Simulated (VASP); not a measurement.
VASP ran on this input.

**INCAR**
```
SIGMA  =  0.1   # width (eV)
IBRION  =  2   # conjugate gradients
GGA  =  PS   # PBEsol
LCHARG  =  .FALSE.
NELM  =  100   # most electronic steps
EDIFF  =  1E-7
NSW  =  30
ISIF  =  2   # forces and stress, cell fixed
LWAVE  =  .FALSE.
ALGO  =  Normal   # blocked Davidson
ISMEAR  =  1
LMAXMIX  =  4   # l cut-off of mixed one-centre charges
PREC  =  Accurate
LASPH  =  .TRUE.
LREAL  =  .FALSE.
EDIFFG  =  -0.01   # ionic stop
ENCUT  =  480   # plane-wave cut-off (eV)
SYSTEM  =  Y
```

POSCAR:
```
Y
1
    1.8184568827    -3.1496599799     0.0000000000
    1.8184568827     3.1496599799     0.0000000000
    0.0000000000     0.0000000000     5.5996322183
Y
2
Direct
  0.3333330000   0.6666670000   0.2500000000
  0.6666670000   0.3333330000   0.7500000000
```

**KPOINTS**
```
Automatic mesh
0
Gamma
12 12 6
0 0 0
```

POTCAR, in this order: Y_sv (PBE.64 set). Program: vasp_std.

Q: Translate this PBEsol calculation to Ansatz.

A: One equivalent input (not run):
Ansatz 0.2 input:
```yaml
crystal:
  lattice:
    - [1.8184569, -3.1496600, 0.0000000]
    - [1.8184569, 3.1496600, 0.0000000]
    - [0.0000000, 0.0000000, 5.5996322]
  atoms:
    - { symbol: Y, position: [0.3333330, 0.6666670, 0.2500000] }
    - { symbol: Y, position: [0.6666670, 0.3333330, 0.7500000] }
kpoints:
  mp_grid: { grid: [12, 12, 6] }
hamiltonian:
  xc: pbesol
  pseudopotentials: { kind: paw }
scf:
  occupations: { method: methfessel_paxton, width: 0.1 }
  max_iter: 100
relax:
  max_steps: 30
  f_tol: 0.01
output: { forces: true, stress: true, eigenvalues: true }
```
What does not carry over: each code has its own PAW files, so the cut-off isn't converted (ENCUT is set for VASP's; basis.ecutwfc is left out, and Ansatz then takes the one that its files recommend); Ansatz stops its SCF on the density residual and VASP on the energy change (EDIFF).

The compound is Y in the hcp structure. This cell was strained or had an atom moved on purpose.
